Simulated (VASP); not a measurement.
Wanted: the native input for a VASP 6.6.1 run.

| Quantity | Value |
| --- | --- |
| Task | relaxation of cell and atoms |
| Functional | LDA |
| Potentials or basis | VASP PAW LDA potentials, release 64 (Sr_sv, Ti_sv, O) |
| Cutoff | 600 eV |
| k mesh | 8 × 8 × 8 |
| Occupations | gaussian, width 0.03 eV |
| Spin | no spin polarisation |
| Further INCAR settings | ALGO = Normal; EDIFF = 1e-07; IBRION = 2; EDIFFG = -0.005; NSW = 90; ISIF = 3 |

The structure of SrTiO3 (Tausonite) lies in POSCAR:

```
SrTiO3                                  
1.0
    3.8601041381      0.0000000000      0.0000000000
    0.0000000000      3.8601041381      0.0000000000
   -0.0000000000      0.0000000000      3.8601041381
  Sr              Ti              O             
     1     1     3
Direct
     0.5000000000000000    0.5000000000000000    0.5000000000000000
     0.0000000000000000    0.0000000000000000    0.0000000000000000
     0.5000000000000000    0.0000000000000000    0.0000000000000000
     0.0000000000000000    0.5000000000000000    0.0000000000000000
     0.0000000000000000    0.0000000000000000    0.5000000000000000
```

The input as run:

INCAR

```
  PREC = Accurate
  ENCUT = 600
  EDIFF = 1E-7
  ISMEAR = 0
  SIGMA = 0.03
  LREAL = False
  LASPH = True
  NELM = 80
  ALGO = Normal
  ISIF = 3
  LWAVE = False
  LCHARG = False
  IBRION = 2
  NSW = 90
  EDIFFG = -0.005
  KPAR = 2
```

KPOINTS

```
Automatic mesh
0
Gamma
  8 8 8
```

Potentials or basis: VASP PAW LDA potentials, release 64 (Sr_sv, Ti_sv, O).

Command:

```console
$ cat potpaw_LDA.64/Sr_sv/POTCAR potpaw_LDA.64/Ti_sv/POTCAR potpaw_LDA.64/O/POTCAR > POTCAR
$ mpirun -np 2 vasp_std > vasp.out
```

Results of the run:

```yaml
Pressure_after_relaxing: 0.0 GPa
Band_gap_on_the_k_mesh: 1.81 eV, indirect (least direct gap 2.15 eV)
```

Caveat: the relaxation stopped at its first step, so nothing moved.

Run time: 20 s on 2 MPI ranks on Intel(R) Xeon(R) Platinum 8488C (Sapphire Rapids) (shared host), peak memory 0.19 GiB a rank.
